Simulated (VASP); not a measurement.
Here is the system:

```xyz
2
Lattice="0.0000 2.5850 2.5850 2.5850 0.0000 2.5850 2.5850 2.5850 0.0000" Properties=species:S:1:pos:R:3 pbc="T T T"
Sn     0.0000     0.0000     0.0000
O      1.2925     1.2925     1.2925
```

These are PBEsol GGA, VASP's PBE PAW potentials (set 64) (plane waves; VASP) values and carry that method's errors. Run with 620 eV cut-off, 12×12×12 Γ-centred mesh, first-order Methfessel-Paxton smearing of 0.10 eV, potentials Sn_d O.

Energy and stress use the plane-wave basis of the starting cell.

The ions, cell shape and volume at an external pressure of 20.0 GPa are relaxed. What does this cell relax into?

```xyz
2
Lattice="0.0000 2.5141 2.5141 2.5141 0.0000 2.5141 2.5141 2.5141 0.0000" Properties=species:S:1:pos:R:3 pbc="T T T"
Sn     0.0000     0.0000     0.0000
O      1.2570     1.2570     1.2570
```
Space group F-43m (216), at a tolerance of 0.03 Å.

How do energy and volume change from the first to the last step?

The energy (σ→0) changes by +125.7 meV/atom and the volume by -8.0 %, in 3 ionic steps.

```json
[
 {"step": "1", "E(σ→0) (eV)": "-10.9877", "max force (eV/Å)": "0.000", "pressure (GPa)": "10.00", "volume (Å³)": "34.55"},
 {"step": "2", "E(σ→0) (eV)": "-10.3613", "max force (eV/Å)": "0.000", "pressure (GPa)": "31.91", "volume (Å³)": "29.43"},
 {"step": "3", "E(σ→0) (eV)": "-10.7362", "max force (eV/Å)": "0.000", "pressure (GPa)": "19.91", "volume (Å³)": "31.78"}
]
```

The structure was generated: SnO was put into the zinc blende type (F-43m), which need not be its known phase. This run relaxes it under an external pressure of 20 GPa. Symmetry was kept, so distortions that lower it aren't found.
